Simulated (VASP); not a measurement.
Given:

```xyz
1
Lattice="0.0000 1.9657 2.0058 1.9657 0.0000 2.0058 1.9657 1.9657 0.0000" Properties=species:S:1:pos:R:3 pbc="T T T"
Al     0.0000     0.0000     0.0000
```

Level of theory: PBEsol GGA, VASP's PBE PAW potentials (set 64) (plane waves; VASP). Numerical set-up: 480 eV cut-off, 14×14×14 Γ-centred mesh, first-order Methfessel-Paxton smearing of 0.10 eV, potentials Al.

### Question
Give the stress tensor in GPa (positive for a compressed cell).

### Answer

```
4.28  0.00  0.00
0.00  4.28  0.00
0.00  0.00  2.54
```
The pressure is its mean diagonal, 3.70 GPa.

The compound is Al in the fcc structure. This cell was strained or had an atom moved on purpose.
